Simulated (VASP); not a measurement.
Energy against volume of Ni$_{3}$Al (L1_2). Level of theory: optB86b-vdW, VASP's PBE PAW potentials (set 64) (plane waves; VASP). Settings: 520 eV cut-off, 9×9×9 Γ-centred mesh, first-order Methfessel-Paxton smearing of 0.10 eV, potentials Al Ni.

| V (Å³/atom) | E (eV/atom) |
|---|---|
| 10.777 | -3.22830 |
| 11.110 | -3.23400 |
| 11.443 | -3.22781 |
| 11.776 | -3.21159 |

**Question.** Fit these four points and predict the energy of the run at 10.443 Å³/atom.

**Answer.** A cubic in V^(−2/3), the third-order Birch-Murnaghan form, passes through the four points with V0 = 11.09 Å³/atom and B0 = 192 GPa, and gives -3.2084 eV/atom there. The run gave -3.2085 eV/atom, -0.1 meV/atom from the fit; all five points give B0 = 191 GPa.

The compound is Ni3Al in the L1_2 structure. It was relaxed first.
